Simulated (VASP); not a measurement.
C:

```xyz
4
Lattice="2.4650 0.0000 0.0000 -1.2325 2.1347 0.0000 0.0000 0.0000 6.7405" Properties=species:S:1:pos:R:3 pbc="T T T"
C     0.0000    0.0000    0.0169
C     0.0000    0.0000    3.3871
C     0.0000    1.4231    0.0169
C     1.2325    0.7116    3.3871
```

```yaml
Program: VASP 6.6.1
Task: relaxation of cell and atoms
Functional: PBE
Potentials_or_basis: VASP PAW PBE potentials, release 64 (C)
Cutoff: 600 eV
k_mesh: 21 × 21 × 6
Occupations: gaussian, width 0.1 eV
Spin: no spin polarisation
```

At the start: pressure 1.4 GPa; volume 8.87 Å³/atom.

Question: How do energy, volume and symmetry change on relaxing?

Answer: Over 12 steps the energy falls by 11.2 meV/atom and the volume is 10.40 Å³/atom (+17.3 %); space group P6_3/mmc (No. 194, to 0.05 Å).

The path:
| step | energy change (eV) | largest force (eV/Å) | pressure (GPa) | volume (Å³) |
| --- | --- | --- | --- | --- |
| 1 | 0.0000 | 0.0000 | 1.38 | 35.47 |
| 2 | -0.0049 | 0.0000 | 0.09 | 35.86 |
| 3 | -0.0098 | 0.0000 | -3.05 | 36.87 |
| 4 | -0.0108 | 0.0000 | -2.97 | 36.92 |
| 5 | -0.0136 | 0.0000 | -2.83 | 37.07 |
| 6 | -0.0188 | 0.0000 | -2.44 | 37.37 |
| 7 | -0.0273 | 0.0000 | -1.66 | 37.96 |
| 8 | -0.0383 | 0.0000 | -0.08 | 39.15 |
| 9 | -0.0405 | 0.0000 | 2.75 | 41.48 |
| 10 | -0.0425 | 0.0000 | 1.70 | 40.60 |
| 11 | -0.0445 | 0.0000 | 0.36 | 41.39 |
| 12 | -0.0447 | 0.0000 | 0.01 | 41.60 |

Final structure:
```
C
1.0
     2.46707    0.00000    0.00000
    -1.23354    2.13655    0.00000
     0.00000    0.00000    7.89181
C
4
Direct
  0.00000 0.00000 0.00250
  0.00000 0.00000 0.50250
  0.33333 0.66667 0.00250
  0.66667 0.33333 0.50250
```

Caveat: the volume moved by over 15 % at a fixed basis, so the end points are rough; this functional lacks dispersion, which binds the layers, so the pressure and a relaxed spacing across them are unreliable, and here the layers came unbound.
